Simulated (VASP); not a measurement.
# XPS shifts in Zr16HC, part 5 of 5

Aim: how the core levels of Zr16HC differ from atom to atom, with and without the screening of the hole.

VASP 6.6.1, plane waves and PAW; the level of theory is named at each step.

So far. Step 4 (Core hole, atom Zr3): This is the reference for holes on Zr. Step 5 (Core hole, atom Zr6): Against the hole on Zr3 the energy differs by -0.01 eV.

## (6) Core hole, atom Zr11

Level of this step: final-state core hole with the electron kept at the Fermi level, PBE; plane waves and PAW (Zr_sv, H, C, Zr_sv) (VASP).

The same hole on the next atom.

INCAR

```
SYSTEM = Zr16HC
PREC = Normal
ENCUT = 400
EDIFF = 1E-05
NELM = 120
ISMEAR = 0
SIGMA = 0.1
LREAL = Auto
ALGO = Fast
GGA = PE
NBANDS = 122
LASPH = .TRUE.
LWAVE = .FALSE.
LCHARG = .FALSE.
KPAR = 2
NCORE = 4
ICORELEVEL = 2
CLNT = 1
CLN = 3
CLL = 2
CLZ = 1
ISIF = 0
```

POSCAR

```
Zr16HC
1.0
    6.4600000000      0.0000000000      0.0000000000
    3.2300000000      5.5945241084      0.0000000000
    0.0000000000      0.0000000000     25.0050000000
Zr H C Zr
1 1 1 15
Direct
    0.0000000000      0.0000000000      0.4033193360
    0.3340426541      0.3333291577      0.7055201392
    0.3336360942      0.3333351597      0.6610699078
    0.0001400182      0.0000025377      0.6039395719
    0.4963022108      0.0076502608      0.6101217253
    0.0078069005      0.4961631918      0.6101456211
    0.4963253108      0.4961884861      0.6101053685
    0.8320166569      0.3363293708      0.5084096714
    0.3334123465      0.3333314254      0.5083894372
    0.8319868834      0.8318051674      0.5084163284
    0.3364461380      0.8318678052      0.5084038756
    0.5000000000      0.0000000000      0.4033193360
    0.0000000000      0.5000000000      0.4033193360
    0.5000000000      0.5000000000      0.4033193360
    0.8333333330      0.3333333330      0.2999400120
    0.3333333330      0.3333333330      0.2999400120
    0.8333333330      0.8333333330      0.2999400120
    0.3333333330      0.8333333330      0.2999400120
```

KPOINTS

```
Automatic mesh
0
Gamma
4 4 1
0 0 0
```

Potentials, in the order of the species: Zr_sv, H, C and Zr_sv (PBE family, release 64).

Run with:

```bash
> mpirun -np 8 vasp_std
```

The program printed:

```text
[... set-up lines as in an earlier step ...]
 entering main loop
       N       E                     dE             d eps       ncg     rms          rms(c)
DAV:   1     0.161866610144E+04    0.16187E+04   -0.92657E+04  3016   0.120E+03
DAV:   2    -0.138287045680E+03   -0.17570E+04   -0.17126E+04  2764   0.401E+02
DAV:   3    -0.318180021186E+03   -0.17989E+03   -0.17532E+03  3832   0.855E+01
DAV:   4    -0.347738191342E+03   -0.29558E+02   -0.29252E+02  4248   0.332E+01
[...]
RMM:  17    -0.327145226407E+03   -0.19206E-02   -0.16215E-02  4590   0.160E-01    0.624E-02
RMM:  18    -0.327146639367E+03   -0.14130E-02   -0.85477E-03  4441   0.127E-01    0.447E-02
RMM:  19    -0.327147500255E+03   -0.86089E-03   -0.52124E-03  4335   0.952E-02    0.265E-02
WARNING in EDDRMM: call to ZHEGV failed, returncode =   8  4     27
RMM:  20    -0.327148178996E+03   -0.67874E-03   -0.28696E-03  4278   0.756E-02    0.231E-02
WARNING in EDDRMM: call to ZHEGV failed, returncode =   6  3     23
WARNING in EDDRMM: call to ZHEGV failed, returncode =   6  3     59
RMM:  21    -0.327148556861E+03   -0.37786E-03   -0.17964E-03  4054   0.603E-02    0.129E-02
WARNING in EDDRMM: call to ZHEGV failed, returncode =   8  4     40
RMM:  22    -0.327148780820E+03   -0.22396E-03   -0.10738E-03  3980   0.469E-02    0.719E-03
RMM:  23    -0.327148908177E+03   -0.12736E-03   -0.66412E-04  3820   0.368E-02    0.656E-03
RMM:  24    -0.327149028838E+03   -0.12066E-03   -0.40173E-04  3637   0.292E-02    0.631E-03
RMM:  25    -0.327149185358E+03   -0.15652E-03   -0.24783E-04  3412   0.234E-02    0.247E-03
RMM:  26    -0.327149266163E+03   -0.80805E-04   -0.15681E-04  3120   0.186E-02    0.163E-03
RMM:  27    -0.327149320541E+03   -0.54378E-04   -0.98639E-05  2919   0.154E-02    0.136E-03
RMM:  28    -0.327149346306E+03   -0.25765E-04   -0.57499E-05  2619   0.129E-02    0.866E-04
RMM:  29    -0.327149357952E+03   -0.11645E-04   -0.40064E-05  2429   0.113E-02    0.775E-04
RMM:  30    -0.327149364708E+03   -0.67564E-05   -0.24060E-05  2216   0.999E-03
   1 F= -.32714936E+03 E0= -.32708821E+03  d E =-.122314E+00
```

Run time: 4 min. Hardware: 8 MPI ranks of AMD EPYC 7R32 (Zen 2), shared host; peak memory 2.2 GiB; 25 min of CPU time.

Parts of OUTCAR (step 6):

```text
 POSITION                                       TOTAL-FORCE (eV/Angst)
 -----------------------------------------------------------------------------------
      0.00000      0.00000     10.08500        -0.000542      0.000059     -0.658354
      3.23457      1.86482     17.64153        -0.001863     -0.000029     -0.011129
      3.23196      1.86485     16.53005        -0.001984     -0.000274     -0.037184
      0.00091      0.00001     15.10151        -0.000320     -0.000042     -0.068123
      3.23082      0.04280     15.25609         0.000447      0.097765      0.083348
      1.65304      2.77580     15.25669         0.086776     -0.049746      0.084424
      4.80895      2.77594     15.25568        -0.083473     -0.047932      0.082125
      6.46117      1.88160     12.71278        -0.000858     -0.228008     -0.137882
      3.23050      1.86483     12.71228         0.001778      0.000296      0.084091
      8.06137      4.65355     12.71295         0.197190      0.114194     -0.138291
      4.86038      4.65390     12.71264        -0.198325      0.113497     -0.138343
      3.23000      0.00000     10.08500         0.000427      0.095958     -0.530821
      1.61500      2.79726     10.08500         0.083274     -0.047802     -0.530446
      4.84500      2.79726     10.08500        -0.082990     -0.048094     -0.531072
[...]
-----------------------------------------------------------------------------------
    total drift:                                0.001254     -0.000636      0.023817

  FREE ENERGIE OF THE ION-ELECTRON SYSTEM (eV)
  ---------------------------------------------------
  free  energy   TOTEN  =      -327.1493647079 eV

  energy  without entropy=     -327.0270505769  energy(sigma->0) =     -327.08820764

[... 2 parts as in an earlier step ...]

[... 1 further part left out ...]
[key lines of the parts left out:]
E-fermi :   1.4748
```

Against the hole on Zr3 the energy differs by -0.03 eV.

## (7) Summary

This step: core-level shifts, PBE; plane waves and PAW (VASP 6.6.1).

No new run; the numbers come from the runs before.

A positive shift is a higher binding energy. Cost is wall time times ranks on a shared host. Core-level shifts:

```tsv
atom	region	shell	Kohn-Sham level below the Fermi level (eV)	initial-state shift (eV)	final-state shift (eV)	shifts are from	cost (core minutes)
Zr3	layer 1	3d	169	0	0	Zr3	25.21
Zr6	layer 1	3d	168.9	-0.1701	-0.005798	Zr3	28.15
Zr11	layer 3	3d	168.9	-0.1759	-0.02585	Zr3	31.61
```

## (8) What came out

| Property | Result |
| --- | --- |
| Zr6 3d (layer 1), from Zr3 | initial state -0.17 eV, final state -0.01 eV |
| Zr11 3d (layer 3), from Zr3 | initial state -0.18 eV, final state -0.03 eV |

In words: Against Zr3, Zr6 is shifted by -0.17 eV in the initial state and by -0.01 eV with the hole; against Zr3, Zr11 is shifted by -0.18 eV in the initial state and by -0.03 eV with the hole (energies extrapolated to zero smearing). Only these atoms were given a hole, so other sites aren't ranked. The difference of the two pictures holds the screening of the hole, but also the cell's limits: holes repeat 6.5 Å apart, and the electron from the core stays in the cell, where it moves the Fermi energy by -0.05 to -0.02 eV; that is about as much as the final-state shift of Zr6 and Zr11, or more, so there size and sign aren't settled. Cell size, mesh and smearing weren't varied between the hole runs, and no dipole correction was applied to the slab. On their mesh the free atoms carry forces of up to 0.14 eV/Å, since the relaxation used another. The other core electrons are frozen, spin-orbit splitting and multiplets are absent, and only shifts between atoms of one element are meaningful.

[Lines on the potential files, build, host, timing and source positions are cut from VASP's logs without a mark.]

[Logs are printed without paths, hosts, clocks, repeated set-up lines and the standing remarks that a program may print on its own settings, such as how far it seeks lower states.]

[Hosts, paths, dates, database ids (printed as entryN), source tags and the programs' standing remarks are cut or masked in the printed files.]
